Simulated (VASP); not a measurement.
Output of a VASP run:

**OSZICAR**
```
       N       E                     dE             d eps       ncg     rms          rms(c)
DAV:   1     0.884882374122E+02    0.88488E+02   -0.57547E+03  9360   0.342E+02
DAV:   2    -0.279787671908E+02   -0.11647E+03   -0.98491E+02 11271   0.121E+02
DAV:   3    -0.336888365063E+02   -0.57101E+01   -0.56469E+01 11574   0.278E+01
DAV:   4    -0.337089761123E+02   -0.20140E-01   -0.20136E-01 11114   0.169E+00
DAV:   5    -0.337090841224E+02   -0.10801E-03   -0.10801E-03 11279   0.124E-01    0.682E+00
DAV:   6    -0.285891114166E+02    0.51200E+01   -0.14529E+00 10165   0.844E+00    0.663E+00
DAV:   7    -0.286526153010E+02   -0.63504E-01   -0.13067E-01 10853   0.205E+00    0.406E+00
DAV:   8    -0.285907014722E+02    0.61914E-01   -0.97398E-02 10004   0.182E+00    0.931E-01
DAV:   9    -0.286416908721E+02   -0.50989E-01   -0.22361E-02  9913   0.667E-01    0.545E-01
DAV:  10    -0.286393285888E+02    0.23623E-02   -0.25085E-03 10947   0.318E-01    0.130E-01
DAV:  11    -0.286404323637E+02   -0.11038E-02   -0.85561E-04 10011   0.144E-01    0.637E-02
DAV:  12    -0.286402651813E+02    0.16718E-03   -0.40609E-04  9927   0.103E-01    0.321E-02
DAV:  13    -0.286406168653E+02   -0.35168E-03   -0.28322E-04  9864   0.787E-02    0.305E-02
DAV:  14    -0.286407438392E+02   -0.12697E-03   -0.25254E-05 10513   0.255E-02    0.128E-02
DAV:  15    -0.286407395622E+02    0.42770E-05   -0.30057E-06 11298   0.101E-02    0.153E-03
DAV:  16    -0.286407439177E+02   -0.43555E-05   -0.10780E-06 10368   0.502E-03    0.107E-03
DAV:  17    -0.286407437481E+02    0.16960E-06   -0.13094E-07 10445   0.223E-03    0.110E-03
DAV:  18    -0.286407437897E+02   -0.41666E-07   -0.10078E-08  7099   0.719E-04
   1 F= -.28640744E+02 E0= -.28640744E+02  d E =-.498130E-12
 imaginary and real dielectric function
```

### OUTCAR
```
------------------------ aborting loop because EDIFF is reached ----------------------------------------
  FORCE on cell =-STRESS in cart. coord.  units (eV):
  Direction    XX          YY          ZZ          XY          YZ          ZX
  --------------------------------------------------------------------------------------
  Total        0.0010930      0.0010930      0.0010930     -0.0000000      0.0000000      0.0000000
  in kB        0.0413033      0.0413033      0.0413033     -0.0000000      0.0000000      0.0000000
  external PRESSURE =       0.0413033 kB  Pullay stress =       0.0000000 kB
  volume of cell :       42.40
      direct lattice vectors                 reciprocal lattice vectors
     0.000000000  2.767591431  2.767591431    -0.180662505  0.180662505  0.180662505
     2.767591431  0.000000000  2.767591431     0.180662505 -0.180662505  0.180662505
     2.767591431  2.767591431  0.000000000     0.180662505  0.180662505 -0.180662505
  FREE ENERGIE OF THE ION-ELECTRON SYSTEM (eV)
  ---------------------------------------------------
  free  energy   TOTEN  =       -28.6407437897 eV

  energy  without entropy=      -28.6407437897  energy(sigma->0) =      -28.64074379

 plasma frequency squared (from intraband transitions) (eV^2)
  --------------------------------------------------------------------------------------
       0.000       0.000       0.000
       0.000       0.000       0.000
       0.000       0.000       0.000

 plasma frequency squared (from interband transitions, int dw w eps(2)(w)) (eV^2)
  --------------------------------------------------------------------------------------
     467.434       0.000       0.000       0.000      -0.000       0.000
       0.000      -0.000     467.434       0.000       0.000       0.000
      -0.000      -0.000       0.000      -0.000     467.434       0.000
```
(Selected blocks of OUTCAR.)

**POSCAR**
```
AgCl
1
    0.0000000000     2.7675914312     2.7675914312
    2.7675914312     0.0000000000     2.7675914312
    2.7675914312     2.7675914312     0.0000000000
Ag Cl
1 1
Direct
  0.0000000000   1.0000000000   0.0000000000
  0.5000000000   0.5000000000   0.5000000000
```

**Question.** Write an INCAR and KPOINTS that could have produced this output.

**Answer.** One answer among several that fit: the input of the run itself, r2SCAN meta-GGA, plane waves, VASP's PBE PAW potentials (set 64).

INCAR:
```
SYSTEM = AgCl
PREC = Accurate
ENCUT = 400
EDIFF = 1E-7
NELM = 100
ALGO = Normal
LREAL = .FALSE.
LASPH = .TRUE.
ISMEAR = 0
SIGMA = 0.01
METAGGA = R2SCAN
LMIXTAU = .TRUE.
LMAXMIX = 4
LWAVE = .FALSE.
LCHARG = .FALSE.
LOPTICS = .TRUE.
LPEAD = .TRUE.
NBANDS = 39
NEDOS = 1001
CSHIFT = 0.1
```

**KPOINTS**
```
Automatic mesh
0
Gamma
15 15 15
0 0 0
```

POTCAR, in this order: Ag Cl (PBE.64 set). Program: vasp_std.

The compound is AgCl in the rock salt structure. It was relaxed first.
